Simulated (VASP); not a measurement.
Data:

```yaml
crystal:
  lattice:
    - [0.00000, 2.12363, 2.12363]
    - [2.12363, 0.00000, 2.12363]
    - [2.12363, 2.12363, 0.00000]
  atoms:
    - { symbol: Ti, position: [0.00000, 0.00000, 0.00000] }
    - { symbol: C, position: [0.50000, 0.50000, 0.50000] }
```

Computed with PW91 GGA, VASP's PBE PAW potentials (set 64) (plane waves; VASP). Settings: 520 eV cut-off, 14×14×14 Γ-centred mesh, first-order Methfessel-Paxton smearing of 0.10 eV, potentials Ti_sv C.

**Question.** Give the stress tensor in GPa (positive for a compressed cell).

**Answer.** 
```
17.43   0.00   0.00
 0.00  17.43   0.00
 0.00   0.00  17.43
```
The pressure is its mean diagonal, 17.43 GPa.

The compound is TiC in the rock salt structure. This cell is one point of a volume scan, at 0.94 of the reference volume.
